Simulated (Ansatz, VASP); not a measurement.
## TiAl6O11 (amorphous 25TiO2-75Al2O3 (mol %)): VASP beside Ansatz

Aim: how closely do two programs agree when they are given the same cell, functional and k mesh? The cell is taken from a series of runs on this material, whose earlier steps may have relaxed, scaled, displaced or heated it; both programs get it as it stands.

Program: Ansatz 0.2.0. Level of theory: plane waves, with VASP 6.6.1 beside it; PBE. Results are calculated unless marked as measured.

**1. The structure**

The cell holds 108 atoms: 6 Ti, 36 Al and 66 O. Its edges and angles: a = 10.695 Å, b = 10.695 Å, c = 10.695 Å, α = 90.0°, β = 90.0°, γ = 90.0°. As first built, before any earlier steps moved the atoms or strained the cell (in the runner's words): 108 atoms (6 Ti, 36 Al, 66 O) placed at random at 3.14 g/cm^3, melted at 5000 K for 10 ps at fixed volume with the Morse and Coulomb pair potential with partial charges (Pedone, Malavasi, Menziani, Cormack and Segre, J. Phys. Chem. B 110, 11780 (2006)). Quenched from 5000 K to 300 K at 50 K/ps and fixed volume, held 5 ps, then minimised at fixed cell.

**2. VASP: single point, PBE, pair 1**

With cell and atoms fixed, the geometry can't cause a difference; cores, projectors, grids and the points listed under the comparison can.

Lines of VASP's logs that name or quote its potential files are left out, and so is its time.

INCAR reads:

```
SYSTEM = TiAl6O11
PREC = Accurate
ENCUT = 520
EDIFF = 1E-06
NELM = 120
ISMEAR = -1
SIGMA = 0.025
LREAL = Auto
ALGO = Normal
GGA = PE
NBANDS = 368
LASPH = .TRUE.
LORBIT = 11
LWAVE = .FALSE.
LCHARG = .FALSE.
ISIF = 2
GGA_COMPAT = .FALSE.
EFERMI = MIDGAP
NCORE = 2
```

POSCAR reads:

```
TiAl6O11
1.0
   10.6951000000      0.0000000000      0.0000000000
    0.0000000000     10.6951000000      0.0000000000
    0.0000000000      0.0000000000     10.6951000000
Ti Al O
6 36 66
Direct
    0.5078900000      0.9282600000      0.6887900000
    0.2158800000      0.9937800000      0.3978100000
    0.8605800000      0.3813700000      0.2066500000
    0.1463000000      0.5795600000      0.1800800000
    0.2375700000      0.6553700000      0.4944000000
    0.0930500000      0.1497600000      0.1035800000
    0.0965200000      0.8116200000      0.7296200000
    0.4006900000      0.8150300000      0.1429300000
    0.6795600000      0.4047900000      0.4590800000
    0.9359000000      0.3556300000      0.6006700000
    0.6181800000      0.1129800000      0.2311100000
    0.5211700000      0.3825800000      0.8667600000
    0.2872300000      0.0194200000      0.8974600000
    0.2239000000      0.3547500000      0.5180300000
    0.1177100000      0.8423600000      0.0276000000
    0.1189600000      0.1125600000      0.6807400000
    0.9225000000      0.5582000000      0.3917600000
    0.5198100000      0.6235200000      0.3567800000
    0.5380600000      0.9146800000      0.3861500000
    0.5699400000      0.6164000000      0.6527000000
    0.7623400000      0.1307700000      0.4902100000
    0.0382000000      0.1987400000      0.3719000000
    0.5684100000      0.9499000000      0.9969200000
    0.7159500000      0.2339300000      0.0361300000
    0.3176300000      0.4613100000      0.7384800000
    0.8737400000      0.9576100000      0.6746300000
    0.8307400000      0.9569000000      0.0961700000
    0.4795300000      0.2412800000      0.6155700000
    0.2045800000      0.2932600000      0.9004500000
    0.9271700000      0.2868600000      0.8457400000
[... 72 atom lines left out ...]
    0.4767300000      0.2025700000      0.2207000000
    0.7376500000      0.6287400000      0.1503500000
    0.5545800000      0.5140800000      0.9950400000
    0.7384000000      0.6599800000      0.6470400000
    0.5820400000      0.2638200000      0.7485300000
    0.1672200000      0.0051400000      0.0190400000
```

KPOINTS reads:

```
Automatic mesh
0
Gamma
1 1 1
0 0 0
```

The projector-augmented-wave data sets are Ti_sv, Al and O (PBE family, release 64).

Run with:

```console
$ mpirun -np 8 vasp_gam
```

Numbers of over 12 decimals in the logs are rounded to 6 here.

The log of the run:

```text
[banner, memory and clock lines left out]
running    8 mpi-ranks, on    1 nodes
[...]
LDA part: xc-table for (Slater+PW92), standard interpolation
 POSCAR, INCAR and KPOINTS ok, starting setup
[...]
entering main loop
       N       E                     dE             d eps       ncg     rms          rms(c)
DAV:   1     0.661682550360E+04    0.66168E+04   -0.32852E+05   736   0.163E+03
DAV:   2    -0.460417172127E+02   -0.66629E+04   -0.63332E+04   856   0.431E+02
DAV:   3    -0.913411659684E+03   -0.86737E+03   -0.85456E+03   856   0.172E+02
DAV:   4    -0.963616372099E+03   -0.50205E+02   -0.49960E+02  1024   0.417E+01
[...]
DAV:  18    -0.816584071756E+03   -0.17198E-05   -0.29208E-05   984   0.176E-02    0.832E-03
DAV:  19    -0.816584072804E+03   -0.10476E-05   -0.13173E-05   952   0.965E-03    0.751E-03
DAV:  20    -0.816584072309E+03    0.49428E-06   -0.19037E-06   544   0.408E-03
   1 F= -.81658407E+03 E0= -.81658407E+03  d E =0.000000E+00
```

Parts of OUTCAR (step 2):

```text
  Total        1.1017566     40.4919979     25.4783936     -1.1190574     -9.7228370     -8.6318755
  in kB        1.4429182     53.0304410     33.3678387     -1.4655762    -12.7335365    -11.3047562
  external PRESSURE =      29.2803993 kB  Pullay stress =       0.0000000 kB

 POSITION                                       TOTAL-FORCE (eV/Angst)
 -----------------------------------------------------------------------------------
      5.43193      9.92783      7.36668         0.139366      1.467205      0.639616
      2.30886     10.62858      4.25462        -1.258988      0.205858      0.088372
      9.20399      4.07879      2.21014         0.306076     -0.514591      0.341076
      1.56469      6.19845      1.92597         1.813334      0.445838     -1.179530
      2.54083      7.00925      5.28766         0.549372     -0.259471     -0.435693
      0.99518      1.60170      1.10780        -1.048158     -0.802223     -0.152702
      1.03229      8.68036      7.80336        -0.631835     -0.244514      0.120770
      4.28542      8.71683      1.52865        -1.093779      0.374210     -0.011557
[...]
0.69304      3.36810      5.19247        -0.177681      0.222976      0.545887
      1.72726      6.61749      3.74189        -1.054595      0.348733     -0.013991
      1.04887      6.48016      0.18994        -0.773282      0.510097      0.661911
      9.76259      1.03689      4.47034        -0.506410     -0.587053      0.032530
     10.51307      5.55354      2.48843        -0.396986     -0.096594      0.594301
[...]
-----------------------------------------------------------------------------------
    total drift:                                0.047316      0.032810     -0.062998

  FREE ENERGIE OF THE ION-ELECTRON SYSTEM (eV)
  ---------------------------------------------------
  free  energy   TOTEN  =      -816.5840723094 eV

  energy  without entropy=     -816.5840723094  energy(sigma->0) =     -816.58407231

[... 3 further parts left out ...]
[key lines of the parts left out:]
E-fermi :   5.1053
```

This run has no spin polarisation, so a moment on Ti, if there is one, isn't seen.

**3. Ansatz: single point, PBE, pair 1**

Ansatz runs on its default PAW (the set named soft_2) files.

The same cell, functional, mesh and smearing now go to Ansatz, which takes its cutoff from its data sets.

input.yaml reads:

```yaml
crystal:
  lattice:
    - [10.6951, 0.0, 0.0]
    - [0.0, 10.6951, 0.0]
    - [0.0, 0.0, 10.6951]
  atoms:
    - { symbol: Ti, position: [0.50789, 0.92826, 0.68879] }
    - { symbol: Ti, position: [0.21588, 0.99378, 0.39781] }
    - { symbol: Ti, position: [0.86058, 0.38137, 0.20665] }
    - { symbol: Ti, position: [0.1463, 0.57956, 0.18008] }
    - { symbol: Ti, position: [0.23757, 0.65537, 0.4944] }
    - { symbol: Ti, position: [0.09305, 0.14976, 0.10358] }
    - { symbol: Al, position: [0.09652, 0.81162, 0.72962] }
    - { symbol: Al, position: [0.40069, 0.81503, 0.14293] }
    - { symbol: Al, position: [0.67956, 0.40479, 0.45908] }
    - { symbol: Al, position: [0.9359, 0.35563, 0.60067] }
    - { symbol: Al, position: [0.61818, 0.11298, 0.23111] }
    - { symbol: Al, position: [0.52117, 0.38258, 0.86676] }
    - { symbol: Al, position: [0.28723, 0.01942, 0.89746] }
    - { symbol: Al, position: [0.2239, 0.35475, 0.51803] }
    - { symbol: Al, position: [0.11771, 0.84236, 0.0276] }
    - { symbol: Al, position: [0.11896, 0.11256, 0.68074] }
    - { symbol: Al, position: [0.9225, 0.5582, 0.39176] }
    - { symbol: Al, position: [0.51981, 0.62352, 0.35678] }
    - { symbol: Al, position: [0.53806, 0.91468, 0.38615] }
    - { symbol: Al, position: [0.56994, 0.6164, 0.6527] }
    - { symbol: Al, position: [0.76234, 0.13077, 0.49021] }
    - { symbol: Al, position: [0.0382, 0.19874, 0.3719] }
    - { symbol: Al, position: [0.56841, 0.9499, 0.99692] }
    - { symbol: Al, position: [0.71595, 0.23393, 0.03613] }
    - { symbol: Al, position: [0.31763, 0.46131, 0.73848] }
    - { symbol: Al, position: [0.87374, 0.95761, 0.67463] }
    - { symbol: Al, position: [0.83074, 0.9569, 0.09617] }
    - { symbol: Al, position: [0.47953, 0.24128, 0.61557] }
    - { symbol: Al, position: [0.20458, 0.29326, 0.90045] }
    - { symbol: Al, position: [0.92717, 0.28686, 0.84574] }
[... 72 atom lines left out ...]
    - { symbol: O, position: [0.47673, 0.20257, 0.2207] }
    - { symbol: O, position: [0.73765, 0.62874, 0.15035] }
    - { symbol: O, position: [0.55458, 0.51408, 0.99504] }
    - { symbol: O, position: [0.7384, 0.65998, 0.64704] }
    - { symbol: O, position: [0.58204, 0.26382, 0.74853] }
    - { symbol: O, position: [0.16722, 0.00514, 0.01904] }
kpoints:
  mp_grid: { grid: [1, 1, 1] }
hamiltonian:
  xc: pbe
scf:
  occupations: { method: fermi_dirac, width: 0.025 }
output:
  forces: true
```

Run with:

```console
$ ansatz run input.yaml --threads 4 --pin off --max-ram 8192MiB --backend cpu --events-out ev --progress --plain --runs-dir out
```

The log of the run:

```text
Engine: ansatz 0.2.0, aarch64-unknown-linux-gnu
Pseudopotentials: kind: paw
Pseudopotential: Ti, paw, valence charge 12, recommended cutoff 420 eV (normal), Ti.paw.azcp
Pseudopotential: Al, paw, valence charge 3, recommended cutoff 420 eV (normal), Al.paw.azcp
Pseudopotential: O, paw, valence charge 6, recommended cutoff 420 eV (normal), O.paw.azcp
Functional definition: PBE
  parameter kappa = 0.804
  parameter beta = 0.066725
  exchange = pbe_x(kappa = kappa, mu = beta*pi^2/3)
  correlation = pbe_c(beta = beta)
Crystal: 108 atoms, lattice volume = 1223.361 Å³
Basis set: ecut = 420 eV, 23847 PW (Γ), exchange–correlation on 144×144×144 points (8 copies of the dense FFT grid, shifted against one another)
Bands: 396, of which v1, the nominal top of the filled ones, is band 288 counted from 1 (287 counted from 0)
Symmetry: 1 space group operations
Space group: P1 (ITA 1), of the structure as read, at distance tolerance 1.1e-4 Å
k-points: 1
Non-local potential: Ti, projectors of the file, l = 0: 3, l = 1: 2, l = 2: 3, l = 3: 1
Non-local potential: Al, projectors of the file, l = 0: 2, l = 1: 2, l = 2: 1
Non-local potential: O, projectors of the file, l = 0: 2, l = 1: 2, l = 2: 1
PAW form: soft (Blöchl's): semilocal exchange-correlation on the pseudo side does not see the compensation charge
PAW one-centre angular grid: Ti, 590 points (default); XC on 64 Gauss nodes
PAW one-centre angular grid: Al, 110 points (default); XC on 64 Gauss nodes
PAW one-centre angular grid: O, 110 points (default); XC on 64 Gauss nodes
Initial density: superposition of atomic densities (neutral atoms: chi_scale 0, normalization atom), corrected by the library's trained network
Initial wavefunctions: pseudopotential atomic-orbital guess
Functional: x = pbe(κ = 0.804, μ = 0.219515), c = pbe(β = 0.066725)
SCF iter   1: F=—  HF=-71940.769891 eV  |F-HF|=—  |Δ(HF+E_count)|=         —  Δρ=3.35e-3  dr2=1.66e-1  ethr=1.77e-3  ⟨swp⟩=6.0  Hψ=1725  notcnv=0  defer=27
preconditioner: auto → Resta (q_TF=auto, 2.406 Å⁻¹)  ε∞=4.1  [insulator: Δε(μ)=2.942 eV  Ē_g=13.942 eV  σ=0.025 eV  W_gap=1.00  n_scr=256 (ndim 8)  ℏωp=24.4 eV  f_vac=0.040  D(μ)=0.00/eV (n_scr^D=0)  ε∞_Penn≈4.1]
SCF iter   2: F=—  HF=-71940.754788 eV  |F-HF|=—  |Δ(HF+E_count)|=   1.51e-2  Δρ=1.82e-3  dr2=3.95e-2  ethr=2.89e-5  ⟨swp⟩=2.0  Hψ=549  notcnv=0  defer=99
SCF iter   3: F=—  HF=-71940.755835 eV  |F-HF|=—  |Δ(HF+E_count)|=   1.05e-3  Δρ=1.02e-3  dr2=1.72e-2  ethr=6.86e-6  ⟨swp⟩=2.0  Hψ=594  notcnv=0  defer=36
automatic band count: iteration 3 solves 333 bands in place of 396: the levels show a gap, and the empty bands left out lie too high to hold charge; the band table lists the bands solved (type scf.n_extra_bands for more)
SCF iter   4: F=—  HF=-71940.756184 eV  |F-HF|=—  |Δ(HF+E_count)|=   3.50e-4  Δρ=5.23e-4  dr2=4.58e-3  ethr=2.98e-6  ⟨swp⟩=2.0  Hψ=594  notcnv=0  defer=36
SCF iter   5: F=—  HF=-71940.755704 eV  |F-HF|=—  |Δ(HF+E_count)|=   4.80e-4  Δρ=1.92e-4  dr2=4.79e-4  ethr=7.95e-7  ⟨swp⟩=2.0  Hψ=591  notcnv=0  defer=36
SCF iter   6: F=—  HF=-71940.755792 eV  |F-HF|=—  |Δ(HF+E_count)|=   8.83e-5  Δρ=1.16e-4  dr2=1.65e-4  ethr=8.31e-8  ⟨swp⟩=2.0  Hψ=584  notcnv=0  defer=36
SCF iter   7: F=—  HF=-71940.755818 eV  |F-HF|=—  |Δ(HF+E_count)|=   2.52e-5  Δρ=4.38e-5  dr2=2.51e-5  ethr=2.87e-8  ⟨swp⟩=2.0  Hψ=583  notcnv=0  defer=36
SCF iter   8: F=—  HF=-71940.757183 eV  |F-HF|=—  |Δ(HF+E_count)|=   1.37e-3  Δρ=1.94e-5  dr2=4.84e-6  ethr=4.36e-9  ⟨swp⟩=2.0  Hψ=619  notcnv=0  defer=36
SCF iter   9: F=—  HF=-71940.757186 eV  |F-HF|=—  |Δ(HF+E_count)|=   2.97e-6  Δρ=9.46e-6  dr2=1.16e-6  ethr=8.41e-10  ⟨swp⟩=2.0  Hψ=500  notcnv=0  defer=36
SCF iter  10: F=—  HF=-71940.757186 eV  |F-HF|=—  |Δ(HF+E_count)|=   7.58e-7  Δρ=5.93e-6  dr2=4.99e-7  ethr=2.01e-10  ⟨swp⟩=2.0  Hψ=582  notcnv=0  defer=36
SCF iter  11: F=-71940.757186 eV  HF=-71940.757186 eV  |F-HF|=9.46e-9  |Δ(HF+E_count)|=   8.53e-8  Δρ=2.41e-6  dr2=7.78e-8  ethr=1.74e-11  ⟨swp⟩=2.0  Hψ=1206  notcnv=0
SCF 1 converged in 11 iterations: F = -71940.757186 eV  dr2 = 7.78e-8
  greatest PAW one-centre occupation: 0.999 electrons in one spin orbital (limit 2), on the Ti atom at site 2 (counted from 0), in its partial waves of l = 0
SCF converged after 11 iterations
Free energy (F): -71940.757186 eV
Harris-Foulkes:  -71940.757186 eV  (|F-HF|=9.46e-9)
Internal energy: -71940.757186 eV  (E = F + TS)
E sigma→0 (E₀):  -71940.757186 eV
Fermi energy:    6.773289 eV
--- Per-component energies (eV) ---
  E_band       = -2267.689509
  E_kinetic    = 14284.951619
  E_local      = -36184.908768  (includes V_loc(G=0)·N_el)
  E_nonlocal   = 3533.661482
  E_hartree    = 13856.659470
  E_xc         = -6953.306469
  E_vxc        = -8077.156744  (∫ρ·V_xc dr)
  E_paw        = -33570.470692  (= ΣΔE_a)
  E_vpaw       = -3537.719026  (= ΣTr[D̂ρ^β])
  E_aug_tail   = 0.166299  (compensation charges beyond the density's cutoff)
  E_ewald      = -26907.510127
  E_smearing   = -0.000000  (= −TS)
  E_closure    = -0.000000  (closes the sum)
  Σ components = -71940.757186   (vs F -71940.757186, Δ=0.00e0)
--- Forces (eV/Å), atoms counted from 1 ---
  atom   1  Ti     0.14159182     1.50306190     0.63692700
  atom   2  Ti    -1.29369761     0.21401942     0.11060011
  atom   3  Ti     0.28031557    -0.52557271     0.36801551
  atom   4  Ti     1.83799867     0.41824012    -1.20078886
  atom   5  Ti     0.57000315    -0.29550633    -0.43367481
  atom   6  Ti    -1.06719853    -0.84713377    -0.17174921
  atom   7  Al    -0.62191534    -0.25100165     0.12414429
  atom   8  Al    -1.09291566     0.36898784    -0.01953505
  atom   9  Al     0.05025304    -0.50347454     0.27321966
  atom  10  Al     0.12685048     0.10170722    -0.21618633
  atom  11  Al     0.00277415     0.46110272    -0.13464676
  atom  12  Al     0.16374968     0.05510548     0.06711949
  atom  13  Al    -0.02039810     0.18340244     0.54433042
  atom  14  Al     0.62655240     0.40956785    -0.51609829
  atom  15  Al     0.22032467    -0.15702672     0.59337380
  atom  16  Al    -0.26130560    -0.19247824     0.27576338
  atom  17  Al     0.83920789    -1.10350264    -0.86474755
  atom  18  Al    -0.43630139    -1.03134080    -0.53329837
  atom  19  Al     0.03607405     0.24765535    -0.03470979
  atom  20  Al    -0.06895575     0.13851432    -0.22259863
  atom  21  Al     0.34174022     0.43737862    -0.43023834
  atom  22  Al     0.50626729    -0.66233043    -0.13684949
  atom  23  Al    -0.67419822    -0.21094631    -0.03994671
  atom  24  Al     0.30290248     0.82035684     1.04872123
[...]
atom 101  O     -0.02963456     0.63612838    -0.36885891
  atom 102  O     -0.24882598     0.32973422    -0.36626154
  atom 103  O     -0.29179619    -0.39839733    -0.11975162
  atom 104  O      0.00575175    -0.55026246    -0.25134684
  atom 105  O     -0.13777484    -0.36242906    -0.90719030
  atom 106  O     -0.15048565    -0.04266333     0.39363845
  atom 107  O     -0.27822739     0.79321380    -0.08770399
  atom 108  O     -0.30349644     0.24780093     0.24164603
  max |Σ_I F_I| component: 2.40e-4 eV/Å
```

**4. Differences**

Known differences besides the potentials themselves: the cutoff is 420 eV in Ansatz and 520 eV in VASP (PREC = Accurate, projectors in real space). Total energies have different zeros and are not compared.

Both answers:

| quantity | Ansatz | VASP | difference |
| --- | --- | --- | --- |
| gap on the k mesh (eV) | 3.012 | 2.984 | +0.028 |

Forces on 9 of the 108 atoms, those with the largest forces and the largest differences (eV/Å; atoms numbered as in POSCAR):

```csv
atom,"Ansatz x, y, z","VASP x, y, z"
Ti1,"0.142, 1.503, 0.637","0.139, 1.467, 0.640"
Ti4,"1.838, 0.418, -1.201","1.813, 0.446, -1.180"
Al17,"0.839, -1.103, -0.865","0.856, -1.098, -0.890"
O46,"-0.209, -0.110, -1.719","-0.250, -0.106, -1.796"
O50,"1.322, 1.409, -0.034","1.288, 1.401, -0.035"
O64,"0.229, 0.359, 0.019","0.208, 0.408, 0.073"
O67,"-0.754, 1.514, 0.210","-0.769, 1.535, 0.209"
O98,"0.481, -0.544, -1.614","0.517, -0.569, -1.670"
O99,"1.183, -0.531, 0.122","1.276, -0.560, 0.117"
```

The forces differ by 19 meV/Å r.m.s., which is 3.6 % of the r.m.s. force of 0.528 eV/Å (both taken over all components). A gap on the mesh is an upper bound, since the band edges may lie between its points.

(Part 1 of 2 ends here.)

[Lines on the potential files, build, host, timing and source positions are cut from VASP's logs without a mark.]

[Logs are printed without paths, hosts, clocks, repeated set-up lines and the standing remarks that a program may print on its own settings, such as how far it seeks lower states.]

[Hosts, paths, dates, database ids (printed as entryN), source tags and the programs' standing remarks are cut or masked in the printed files.]
